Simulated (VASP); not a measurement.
Output of a VASP run:

### OSZICAR
```
       N       E                     dE             d eps       ncg     rms          rms(c)
DAV:   1     0.472976115702E+03    0.47298E+03   -0.23320E+04  1792   0.176E+03
DAV:   2     0.368220467397E+02   -0.43615E+03   -0.42477E+03  1936   0.442E+02
DAV:   3    -0.187865173112E+02   -0.55609E+02   -0.52909E+02  2364   0.163E+02
DAV:   4    -0.213121579523E+02   -0.25256E+01   -0.24924E+01  2048   0.346E+01
DAV:   5    -0.214297439991E+02   -0.11759E+00   -0.11734E+00  2536   0.762E+00    0.500E+00
DAV:   6    -0.206755666042E+02    0.75418E+00   -0.18782E+00  2068   0.808E+00    0.317E+00
DAV:   7    -0.206781803331E+02   -0.26137E-02   -0.41138E-01  2004   0.297E+00    0.158E+00
DAV:   8    -0.206840371550E+02   -0.58568E-02   -0.64546E-02  2388   0.142E+00    0.519E-01
DAV:   9    -0.206832018813E+02    0.83527E-03   -0.10770E-02  2304   0.625E-01    0.143E-01
DAV:  10    -0.206834344294E+02   -0.23255E-03   -0.23524E-03  2008   0.254E-01    0.572E-02
DAV:  11    -0.206835346674E+02   -0.10024E-03   -0.41319E-04  2464   0.109E-01    0.359E-02
DAV:  12    -0.206835625531E+02   -0.27886E-04   -0.86281E-05  2248   0.584E-02    0.151E-02
DAV:  13    -0.206835640550E+02   -0.15019E-05   -0.22724E-05  2220   0.380E-02    0.445E-03
DAV:  14    -0.206835649019E+02   -0.84693E-06   -0.25887E-06  1768   0.961E-03
   1 F= -.20683565E+02 E0= -.20683565E+02  d E =-.206836E+02
       N       E                     dE             d eps       ncg     rms          rms(c)
DAV:   1    -0.206837755124E+02   -0.21146E-03   -0.44583E-02  2296   0.132E+00    0.792E-02
DAV:   2    -0.206837394416E+02    0.36071E-04   -0.17051E-03  2460   0.324E-01    0.428E-02
DAV:   3    -0.206836851061E+02    0.54336E-04   -0.31141E-04  2272   0.189E-01    0.112E-02
DAV:   4    -0.206836868224E+02   -0.17163E-05   -0.28031E-05  2040   0.464E-02    0.610E-03
DAV:   5    -0.206836865911E+02    0.23133E-06   -0.13079E-06  1072   0.147E-02
   2 F= -.20683687E+02 E0= -.20683687E+02  d E =-.121689E-03
```

### OUTCAR
```
------------------------ aborting loop because EDIFF is reached ----------------------------------------
  FORCE on cell =-STRESS in cart. coord.  units (eV):
  Direction    XX          YY          ZZ          XY          YZ          ZX
  --------------------------------------------------------------------------------------
  Total        0.0342615     -0.0292054     -0.0282108      0.0000000      0.0000000      0.0079452
  in kB        0.3758268     -0.3203643     -0.3094538      0.0000000      0.0000000      0.0871538
  external PRESSURE =      -0.0846637 kB  Pullay stress =       0.0000000 kB
  volume of cell :      146.06
      direct lattice vectors                 reciprocal lattice vectors
     9.938574649 -2.067200442  0.041362260     0.050868234 -0.241873013 -0.134367411
     9.938574649  2.067200442  0.041362260     0.050868234  0.241873013 -0.134367411
     9.493815978  0.000000000  3.594127838    -0.001170813  0.000000000  0.281324295
 POSITION                                       TOTAL-FORCE (eV/Angst)
 -----------------------------------------------------------------------------------
     11.69472      0.00000      1.46402        -0.016139     -0.000000     -0.002020
     17.67624      0.00000      2.21283         0.016139      0.000000      0.002020
     19.87715      0.00000      0.08272        -0.000000      0.000000      0.000000
      6.33716      0.00000      0.79333         0.006342      0.000000      0.000794
     23.03381      0.00000      2.88352        -0.006342     -0.000000     -0.000794
 -----------------------------------------------------------------------------------
    total drift:                               -0.000000     -0.000000     -0.000000
  FREE ENERGIE OF THE ION-ELECTRON SYSTEM (eV)
  ---------------------------------------------------
  free  energy   TOTEN  =       -20.6836865911 eV

  energy  without entropy=      -20.6836865911  energy(sigma->0) =      -20.68368659

 reached required accuracy - stopping structural energy minimisation
```
(Selected blocks of OUTCAR.)

File POSCAR:
```
Bi2Se3
1
    9.9360052121    -2.0681287892     0.0405004354
    9.9360052121     2.0681287892     0.0405004354
    9.4910468068     0.0000000000     3.5948615049
Bi Se
2 3
Direct
  0.3982276672   0.3982276672   0.3982276672
  0.6017723328   0.6017723328   0.6017723328
  0.0000000000   0.0000000000   0.0000000000
  0.2157622912   0.2157622912   0.2157622912
  0.7842377088   0.7842377088   0.7842377088
```

Question: Reconstruct the remaining input files.

Answer: One answer among several that fit: the input of the run itself, AM05 GGA, plane waves, VASP's PBE PAW potentials (set 64).

### INCAR
```
LASPH=.TRUE.   # aspherical one-centre terms
EDIFF=1E-6   # SCF stop (eV)
ENCUT=520
EDIFFG=-0.02   # ionic stop
ISIF=3
GGA=AM
PREC=Accurate
ISMEAR=0
LMAXMIX=4   # l cut-off of mixed one-centre charges
SIGMA=0.05   # width (eV)
LWAVE=.FALSE.
ALGO=Normal
NSW=60   # most ionic steps
IBRION=2
LCHARG=.FALSE.
LREAL=.FALSE.   # projection in real space or not
NELM=100
SYSTEM=Bi2Se3
```

File KPOINTS:
```
Automatic mesh
0
Gamma
6 6 6
0 0 0
```

POTCAR, in this order: Bi_d Se (PBE.64 set). Program: vasp_std.

Without a dispersion term in the relaxation, distances and binding between the weakly bound layers, chains or molecules are unreliable, and so is what depends on them.

The compound is Bi2Se3 in the tetradymite structure. This run relaxes it. Symmetry was kept, so distortions that lower it aren't found. The start is the result of an earlier pass.
